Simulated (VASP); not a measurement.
Level of theory: PBE GGA, VASP's PBE PAW potentials (set 64) (plane waves; VASP 6.6.1).

A VASP calculation is set up with these files.

**KPOINTS**
```
Automatic mesh
0
Gamma
6 6 6
0 0 0
```

### INCAR
```
ALGO=Normal
EDIFF=1E-6
EDIFFG=-0.02
ENCUT=400
GGA=PE
IBRION=2
ISIF=3
ISMEAR=1
LASPH=T
LCHARG=F
LMAXMIX=4
LREAL=F
LWAVE=F
NELM=100
NSW=60
PREC=Accurate
SIGMA=0.1
SYSTEM=Mo3Si
```

**POSCAR**
```
Mo3Si
1
    4.8995240722    -0.0000000000     0.0000000000
    0.0000000000     4.8995240722     0.0000000000
   -0.0000000000     0.0000000000     4.8995240722
Si Mo
2 6
Direct
  0.5000000000   0.5000000000   0.5000000000
  0.0000000000   0.0000000000   0.0000000000
  0.2500000000   0.0000000000   0.5000000000
  0.5000000000   0.2500000000   0.0000000000
  0.5000000000   0.7500000000   0.0000000000
  0.7500000000   0.0000000000   0.5000000000
  0.0000000000   0.5000000000   0.7500000000
  0.0000000000   0.5000000000   0.2500000000
```

POTCAR, in this order: Si Mo_sv (PBE.64 set). Program: vasp_std.

What VASP printed:

**OUTCAR**
```
 ion  position               nearest neighbor table
   1  0.500  0.500  0.500-   3 2.74   4 2.74   5 2.74   6 2.74   7 2.74   8 2.74   4 2.74   5 2.74
                             3 2.74   6 2.74   7 2.74   8 2.74
   2  0.000  0.000  0.000-   3 2.74   4 2.74   5 2.74   6 2.74   7 2.74   8 2.74   3 2.74   6 2.74
                             7 2.74   8 2.74   4 2.74   5 2.74
   3  0.250  0.000  0.500-   6 2.45   6 2.45   1 2.74   2 2.74   1 2.74   2 2.74   8 3.00   5 3.00
                             4 3.00   5 3.00   4 3.00   7 3.00   8 3.00   7 3.00
   4  0.500  0.250  0.000-   5 2.45   5 2.45   1 2.74   1 2.74   2 2.74   2 2.74   8 3.00   3 3.00
                             3 3.00   6 3.00   6 3.00   7 3.00   7 3.00   8 3.00
   5  0.500  0.750  0.000-   4 2.45   4 2.45   1 2.74   1 2.74   2 2.74   2 2.74   8 3.00   3 3.00
                             3 3.00   6 3.00   6 3.00   7 3.00   7 3.00   8 3.00
   6  0.750  0.000  0.500-   3 2.45   3 2.45   1 2.74   2 2.74   1 2.74   2 2.74   8 3.00   4 3.00
                             4 3.00   5 3.00   5 3.00   7 3.00   8 3.00   7 3.00
   7  0.000  0.500  0.750-   8 2.45   8 2.45   1 2.74   2 2.74   2 2.74   1 2.74   3 3.00   4 3.00
                             5 3.00   3 3.00   6 3.00   6 3.00   4 3.00   5 3.00
   8  0.000  0.500  0.250-   7 2.45   7 2.45   1 2.74   2 2.74   2 2.74   1 2.74   3 3.00   4 3.00
                             5 3.00   3 3.00   6 3.00   6 3.00   4 3.00   5 3.00
  LATTYP: Found a simple cubic cell.
 ALAT       =     4.8995240722
 Subroutine PRICEL returns:
 Original cell was already a primitive cell.
 Subroutine GETGRP returns: Found 48 space group operations
The static configuration has the point symmetry T_h .
 The point group associated with its full space group is O_h .
The dynamic configuration has the point symmetry T_h .
 Subroutine INISYM returns: Found 48 space group operations
 Subroutine IBZKPT returns following result:
 Found     20 irreducible k-points:

 Following reciprocal coordinates:
            Coordinates               Weight
  0.000000  0.000000  0.000000      1.000000
  0.166667  0.000000  0.000000      6.000000
  0.333333  0.000000  0.000000      6.000000
  0.500000  0.000000  0.000000      3.000000
  0.166667  0.166667  0.000000     12.000000
  0.333333  0.166667  0.000000     24.000000
  0.500000  0.166667  0.000000     12.000000
  0.333333  0.333333  0.000000     12.000000
  0.500000  0.333333  0.000000     12.000000
  0.500000  0.500000  0.000000      3.000000
  0.166667  0.166667  0.166667      8.000000
  0.333333  0.166667  0.166667     24.000000
  0.500000  0.166667  0.166667     12.000000
  0.333333  0.333333  0.166667     24.000000
  0.500000  0.333333  0.166667     24.000000
  0.500000  0.500000  0.166667      6.000000
  0.333333  0.333333  0.333333      8.000000
  0.500000  0.333333  0.333333     12.000000
  0.500000  0.500000  0.333333      6.000000
  0.500000  0.500000  0.500000      1.000000
   k-points           NKPTS =     20   k-points in BZ     NKDIM =     20   number of bands    NBANDS=     55
   number of dos      NEDOS =    301   number of ions     NIONS =      8
   total plane-waves  NPLWV =  32768
   dimension x,y,z NGX =    32 NGY =   32 NGZ =   32
   dimension x,y,z NGXF=    64 NGYF=   64 NGZF=   64
   ions per type =               2   6
   PREC   = accura    normal or accurate (medium, high low for compatibility)
   ISTART =      0    job   : 0-new  1-cont  2-samecut
   ICHARG =      2    charge: 1-file 2-atom 10-const
   ISPIN  =      1    spin polarized calculation?
   LNONCOLLINEAR =      F non collinear calculations
   LSORBIT =      F    spin-orbit coupling
   INIWAV =      1    electr: 0-lowe 1-rand  2-diag
   ENCUT  =  400.0 eV  29.40 Ry    5.42 a.u.   7.99  7.99  7.99*2*pi/ulx,y,z
   NELM   =    100;   NELMIN=  2; NELMDL= -5     # of ELM steps
   EDIFF  = 0.1E-05   stopping-criterion for ELM
   LREAL  =      F    real-space projection
   NLSPLINE    = F    spline interpolate recip. space projectors
   LMAXMIX     =    4 max onsite mixed and CHGCAR
   VOSKOWN=      0    Vosko Wilk Nusair interpolation
   EDIFFG = -.2E-01   stopping-criterion for IOM
   NSW    =     60    number of steps for IOM
   NBLOCK =      1;   KBLOCK =     60    inner block; outer block
   IBRION =      2    ionic relax: 0-MD 1-quasi-New 2-CG
...
```

### OSZICAR
```
       N       E                     dE             d eps       ncg     rms          rms(c)
DAV:   1     0.965555740544E+03    0.96556E+03   -0.49626E+04  2240   0.141E+03
DAV:   2    -0.393813350719E+02   -0.10049E+04   -0.97949E+03  2372   0.484E+02
DAV:   3    -0.821527398265E+02   -0.42771E+02   -0.41615E+02  2883   0.872E+01
DAV:   4    -0.830373506400E+02   -0.88461E+00   -0.87445E+00  2657   0.107E+01
DAV:   5    -0.830548172394E+02   -0.17467E-01   -0.17422E-01  2654   0.147E+00    0.422E+01
DAV:   6    -0.792807859712E+02    0.37740E+01   -0.14342E+01  2451   0.173E+01    0.116E+01
DAV:   7    -0.790071405494E+02    0.27365E+00   -0.88460E-01  2800   0.408E+00    0.346E+00
DAV:   8    -0.789584606015E+02    0.48680E-01   -0.13025E-01  2481   0.124E+00    0.615E-01
DAV:   9    -0.789574494284E+02    0.10112E-02   -0.72710E-03  2624   0.315E-01    0.319E-01
DAV:  10    -0.789574665588E+02   -0.17130E-04   -0.81248E-04  2771   0.173E-01    0.134E-01
DAV:  11    -0.789574800033E+02   -0.13444E-04   -0.43536E-05  2584   0.336E-02    0.254E-02
DAV:  12    -0.789574749773E+02    0.50260E-05   -0.12418E-05  2546   0.203E-02    0.340E-03
DAV:  13    -0.789574745440E+02    0.43332E-06   -0.33710E-07  1537   0.235E-03
   1 F= -.78957475E+02 E0= -.78956978E+02  d E =-.789575E+02
       N       E                     dE             d eps       ncg     rms          rms(c)
DAV:   1    -0.790386647026E+02   -0.81190E-01   -0.22757E+00  2221   0.101E+01    0.325E+00
DAV:   2    -0.789581130623E+02    0.80552E-01   -0.28022E-01  2257   0.287E+00    0.484E-01
DAV:   3    -0.789548126149E+02    0.33004E-02   -0.23262E-02  2585   0.780E-01    0.405E-01
DAV:   4    -0.789547791336E+02    0.33481E-04   -0.49864E-03  2559   0.193E-01    0.837E-02
DAV:   5    -0.789546598525E+02    0.11928E-03   -0.72195E-04  2463   0.124E-01    0.794E-02
DAV:   6    -0.789546605330E+02   -0.68053E-06   -0.33599E-05  2498   0.233E-02    0.799E-03
DAV:   7    -0.789546567524E+02    0.37806E-05   -0.17007E-05  2030   0.118E-02    0.212E-03
DAV:   8    -0.789546569667E+02   -0.21430E-06   -0.73715E-07  1489   0.363E-03
   2 F= -.78954657E+02 E0= -.78954023E+02  d E =0.281758E-02
       N       E                     dE             d eps       ncg     rms          rms(c)
DAV:   1    -0.789999452228E+02   -0.45288E-01   -0.11359E+00  2214   0.713E+00    0.239E+00
DAV:   2    -0.789596791861E+02    0.40266E-01   -0.13761E-01  2229   0.202E+00    0.338E-01
DAV:   3    -0.789580004540E+02    0.16787E-02   -0.11675E-02  2550   0.554E-01    0.312E-01
DAV:   4    -0.789580985356E+02   -0.98082E-04   -0.27464E-03  2545   0.143E-01    0.590E-02
DAV:   5    -0.789580404591E+02    0.58077E-04   -0.33159E-04  2463   0.840E-02    0.498E-02
DAV:   6    -0.789580572203E+02   -0.16761E-04   -0.32845E-05  2337   0.191E-02    0.859E-03
DAV:   7    -0.789580592869E+02   -0.20667E-05   -0.81391E-06  2040   0.890E-03    0.195E-03
DAV:   8    -0.789580590795E+02    0.20744E-06   -0.31743E-07  1436   0.269E-03
   3 F= -.78958059E+02 E0= -.78957523E+02  d E =-.584535E-03
```

File OUTCAR:
```
------------------------ aborting loop because EDIFF is reached ----------------------------------------
  FORCE on cell =-STRESS in cart. coord.  units (eV):
  Direction    XX          YY          ZZ          XY          YZ          ZX
  --------------------------------------------------------------------------------------
  Total       -0.0008315     -0.0008315     -0.0008315      0.0000000     -0.0000000      0.0000000
  in kB       -0.0112982     -0.0112982     -0.0112982      0.0000000     -0.0000000      0.0000000
  external PRESSURE =      -0.0112982 kB  Pullay stress =       0.0000000 kB
  volume of cell :      117.91
      direct lattice vectors                 reciprocal lattice vectors
     4.903602328  0.000000000 -0.000000000     0.203931708  0.000000000 -0.000000000
    -0.000000000  4.903602328  0.000000000    -0.000000000  0.203931708  0.000000000
     0.000000000 -0.000000000  4.903602328     0.000000000 -0.000000000  0.203931708
 POSITION                                       TOTAL-FORCE (eV/Angst)
 -----------------------------------------------------------------------------------
      2.45180      2.45180      2.45180         0.000000      0.000000      0.000000
      0.00000     -0.00000      0.00000         0.000000      0.000000      0.000000
      1.22590     -0.00000      2.45180         0.000000      0.000000     -0.000000
      2.45180      1.22590      0.00000        -0.000000      0.000000      0.000000
      2.45180      3.67770      0.00000         0.000000      0.000000     -0.000000
      3.67770      0.00000      2.45180        -0.000000     -0.000000     -0.000000
     -0.00000      2.45180      3.67770        -0.000000     -0.000000      0.000000
     -0.00000      2.45180      1.22590        -0.000000      0.000000     -0.000000
 -----------------------------------------------------------------------------------
    total drift:                                0.000000     -0.000000     -0.000000
  FREE ENERGIE OF THE ION-ELECTRON SYSTEM (eV)
  ---------------------------------------------------
  free  energy   TOTEN  =       -78.9580590795 eV

  energy  without entropy=      -78.9564501539  energy(sigma->0) =      -78.95752277

 reached required accuracy - stopping structural energy minimisation
```
(Selected blocks of OUTCAR.)

CONTCAR:
```
Mo3Si
   1.00000000000000
     4.9036023281559515    0.0000000000000000   -0.0000000000000000
    -0.0000000000000000    4.9036023281559515    0.0000000000000000
     0.0000000000000000   -0.0000000000000000    4.9036023281559515
  Si              Mo
     2     6
Direct
     0.5000000000000000    0.5000000000000000    0.5000000000000000
     0.0000000000000000    0.0000000000000000    0.0000000000000000
     0.2500000000000000    0.0000000000000000    0.5000000000000000
     0.5000000000000000    0.2500000000000000    0.0000000000000000
     0.5000000000000000    0.7500000000000000    0.0000000000000000
     0.7500000000000000    0.0000000000000000    0.5000000000000000
     0.0000000000000000    0.5000000000000000    0.7500000000000000
     0.0000000000000000    0.5000000000000000    0.2500000000000000
```

### OUTCAR
```
 val. band max:       12.5751152291   @ k =   0.5000   0.3333   0.0000

 cond. band min:      12.6434588852   @ k =   0.5000   0.3333   0.1667


 Fermi energy:        12.6357688909

 k-point     1 :       0.0000    0.0000    0.0000
  band No.  band energies     occupation
      1     -48.6425      2.00000
      2     -48.5314      2.00000
      3     -48.5314      2.00000
      4     -48.2106      2.00000
      5     -48.2106      2.00000
      6     -48.2106      2.00000
      7     -23.8480      2.00000
      8     -23.8480      2.00000
      9     -23.6504      2.00000
     10     -22.8835      2.00000
     11     -22.8835      2.00000
     12     -22.8835      2.00000
     13     -22.4016      2.00000
     14     -22.4016      2.00000
     15     -22.4016      2.00000
     16     -22.3748      2.00000
     17     -22.3748      2.00000
     18     -22.3748      2.00000
     19     -22.2503      2.00000
     20     -22.2503      2.00000
     21     -22.2503      2.00000
     22     -21.5063      2.00000
     23     -21.5063      2.00000
     24     -21.5063      2.00000
     25       2.1373      2.00000
     26       3.7387      2.00000
     27       7.3133      2.00000
     28       7.3133      2.00000
     29       7.3133      2.00000
     30       7.7474      2.00000
     31       7.7474      2.00000
     32       7.7474      2.00000
     33       8.0180      2.00000
     34       8.0180      2.00000
     35       8.4803      2.00000
     36       9.6371      2.00000
     37       9.6371      2.00000
     38       9.6371      2.00000
     39       9.6871      2.00000
     40      10.4871      2.00000
     41      10.4871      2.00000
     42      10.4871      2.00000
     43      11.0790      2.00000
     44      11.0790      2.00000
     45      13.8604     -0.00000
     46      13.8604     -0.00000
     47      13.8604     -0.00000
     48      14.6231     -0.00000
     49      14.9605      0.00000
     50      14.9605      0.00000
     51      15.2417      0.00000
...
```

The compound is Mo3Si in the A15 structure. This run relaxes it. Symmetry was kept, so distortions that lower it aren't found. The start is the result of an earlier pass.
